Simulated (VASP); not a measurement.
Input for VASP

### KPOINTS
```
K-points
0
gamma
  8 8 8
```

### INCAR
```
ENCUT = 520
SIGMA = 0.05   # width (eV)
NELM = 100
ISIF = 2
ALGO = Normal
LMAXMIX = 4   # l cut-off of mixed one-centre charges
LMIXTAU = T
EDIFF = 1E-7
LREAL = F   # projection in real space or not
SYSTEM = GaAs
BPARAM = 11.95
LASPH = T
LWAVE = F
LUSE_VDW = T
ISMEAR = 0
PREC = Accurate
CPARAM = 0.0093
LCHARG = F
METAGGA = R2SCAN
```

**POSCAR**
```
GaAs
1
    0.0000000000     2.8529721162     2.8529721162
    2.8529721162     0.0000000000     2.8529721162
    2.8529721162     2.8529721162     0.0000000000
Ga As
1 1
Direct
  0.0000000000   0.0000000000   0.0000000000
  0.2500000000   0.2500000000   0.2500000000
```

POTCAR, in this order: Ga_d As (PBE.64 set). Program: vasp_std.

Problem. Translate this r2SCAN+rVV10 calculation to Ansatz.

Solution. One equivalent input (not run):
Ansatz 0.2 input:
```yaml
crystal:
  lattice:
    - [0.0000000, 2.8529721, 2.8529721]
    - [2.8529721, 0.0000000, 2.8529721]
    - [2.8529721, 2.8529721, 0.0000000]
  atoms:
    - { symbol: Ga, position: [0.0000000, 0.0000000, 0.0000000] }
    - { symbol: As, position: [0.2500000, 0.2500000, 0.2500000] }
kpoints:
  mp_grid: { grid: [8, 8, 8] }
hamiltonian:
  xc: r2scan
  dispersion: rvv10
  pseudopotentials: { kind: paw }
scf:
  occupations: { method: gaussian, width: 0.05 }
  max_iter: 100
output: { forces: true, stress: true, eigenvalues: true }
```
The two are equivalent in intent, not identical: each code has its own PAW files, so the cut-off isn't converted (ENCUT is set for VASP's; basis.ecutwfc is left out, and Ansatz then takes the one that its files recommend); Ansatz stops its SCF on the density residual and VASP on the energy change (EDIFF).

The compound is GaAs in the zinc blende structure. This cell is one point of a volume scan, at 1.03 of the reference volume.
